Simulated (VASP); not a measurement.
Input for VASP

**INCAR**
```
SYSTEM = ZnS
PREC = Accurate
ENCUT = 400
EDIFF = 1E-6
NELM = 100
ALGO = Normal
LREAL = .FALSE.
LASPH = .TRUE.
ISMEAR = 0
SIGMA = 0.05
GGA = PE
LMAXMIX = 4
LWAVE = .FALSE.
LCHARG = .FALSE.
ISIF = 2
```

**POSCAR**
```
ZnS
1
    0.0000000000     5.2138712700     5.2138712700
    5.2138712700     0.0000000000     5.2138712700
    5.2138712700     5.2138712700     0.0000000000
Zn S
1 1
Direct
  0.0000000000   0.0000000000   0.0000000000
  0.2500000000   0.2500000000   0.2500000000
```

File KPOINTS:
```
Automatic mesh
0
Gamma
3 3 3
0 0 0
```

POTCAR, in this order: Zn S (PBE.64 set). Program: vasp_std.

Output of the run:

File standard output:
```
 POSCAR found type information on POSCAR ZnS
 POSCAR found :  2 types and       2 ions
 Reading from existing POTCAR
 Reading from existing POTCAR
 LDA part: xc-table for (Slater+PW92), standard interpolation
 POSCAR, INCAR and KPOINTS ok, starting setup
 WAVECAR not read
 entering main loop
       N       E                     dE             d eps       ncg     rms          rms(c)
DAV:   1     0.715059464522E+02    0.71506E+02   -0.54674E+03   104   0.817E+02
DAV:   2     0.872480272938E+01   -0.62781E+02   -0.60056E+02   147   0.196E+02
DAV:   3    -0.193311370918E+01   -0.10658E+02   -0.91921E+01   104   0.594E+01
DAV:   4    -0.227137790408E+01   -0.33826E+00   -0.33772E+00   114   0.115E+01
DAV:   5    -0.227686371104E+01   -0.54858E-02   -0.54858E-02   119   0.149E+00    0.644E+00
DAV:   6    -0.194438107240E+01    0.33248E+00   -0.63827E+01   104   0.159E+01    0.467E+00
DAV:   7    -0.928547264585E+00    0.10158E+01   -0.21026E+00   104   0.102E+01    0.213E+00
DAV:   8    -0.594603306616E+00    0.33394E+00   -0.41339E-01   104   0.348E+00    0.886E-01
DAV:   9    -0.556990771684E+00    0.37613E-01   -0.39366E-02   109   0.990E-01    0.278E-01
DAV:  10    -0.558842682979E+00   -0.18519E-02   -0.16620E-02   104   0.505E-01    0.177E-01
DAV:  11    -0.558556163815E+00    0.28652E-03   -0.19224E-03   104   0.243E-01    0.965E-02
DAV:  12    -0.558502366489E+00    0.53797E-04   -0.40361E-04   104   0.140E-01    0.367E-02
DAV:  13    -0.558735693138E+00   -0.23333E-03   -0.10618E-04   124   0.499E-02    0.670E-02
DAV:  14    -0.558601174876E+00    0.13452E-03   -0.11902E-04   104   0.459E-02    0.100E-02
DAV:  15    -0.558637578710E+00   -0.36404E-04   -0.50730E-05   104   0.284E-02    0.222E-02
DAV:  16    -0.558621849774E+00    0.15729E-04   -0.92258E-06   104   0.141E-02    0.137E-02
DAV:  17    -0.558616839590E+00    0.50102E-05   -0.11346E-06    87   0.460E-03    0.838E-03
DAV:  18    -0.558613834951E+00    0.30046E-05   -0.21860E-06   104   0.696E-03    0.719E-04
DAV:  19    -0.558613914909E+00   -0.79958E-07   -0.51720E-07    76   0.194E-03
   1 F= -.55861391E+00 E0= -.55014430E+00  d E =-.169392E-01
```

### OUTCAR
```
------------------------ aborting loop because EDIFF is reached ----------------------------------------
  FORCE on cell =-STRESS in cart. coord.  units (eV):
  Direction    XX          YY          ZZ          XY          YZ          ZX
  --------------------------------------------------------------------------------------
  Total       -1.1028574     -1.1028574     -1.1028574     -0.0000000     -0.0000000     -0.0000000
  in kB       -6.2333144     -6.2333144     -6.2333144     -0.0000000     -0.0000000     -0.0000000
  external PRESSURE =      -6.2333144 kB  Pullay stress =       0.0000000 kB
  volume of cell :      283.47
      direct lattice vectors                 reciprocal lattice vectors
     0.000000000  5.213871270  5.213871270    -0.095898033  0.095898033  0.095898033
     5.213871270  0.000000000  5.213871270     0.095898033 -0.095898033  0.095898033
     5.213871270  5.213871270  0.000000000     0.095898033  0.095898033 -0.095898033
  FREE ENERGIE OF THE ION-ELECTRON SYSTEM (eV)
  ---------------------------------------------------
  free  energy   TOTEN  =        -0.5586139149 eV

  energy  without entropy=       -0.5416746816  energy(sigma->0) =       -0.55014430
```
(Selected blocks of OUTCAR.)

### Question
The run ends quietly. Is anything wrong with it?

### Answer
The cause: the lattice was typed in bohr, and VASP reads ångström. The run ends without an error. Against the sound run, the energy per atom (σ→0) increases by 3.143 eV/atom; the pressure goes up by 2.05 GPa; the band gap falls by 1.84 eV; the volume goes up by 570 %. To mend it, correct POSCAR, correct KPOINTS.
POSCAR:
```
ZnS
1
    0.0000000000     2.7591000000     2.7591000000
    2.7591000000     0.0000000000     2.7591000000
    2.7591000000     2.7591000000     0.0000000000
Zn S
1 1
Direct
  0.0000000000   0.0000000000   0.0000000000
  0.2500000000   0.2500000000   0.2500000000
```
**KPOINTS**
```
Automatic mesh
0
Gamma
6 6 6
0 0 0
```
The mended run (PBE GGA, plane waves, VASP's PBE PAW potentials (set 64)) converges, and its OSZICAR ends with
```
   1 F= -.68358738E+01 E0= -.68358738E+01  d E =-.396868E-11
```

The compound is ZnS in the zinc blende structure. The cell was not relaxed at this level.
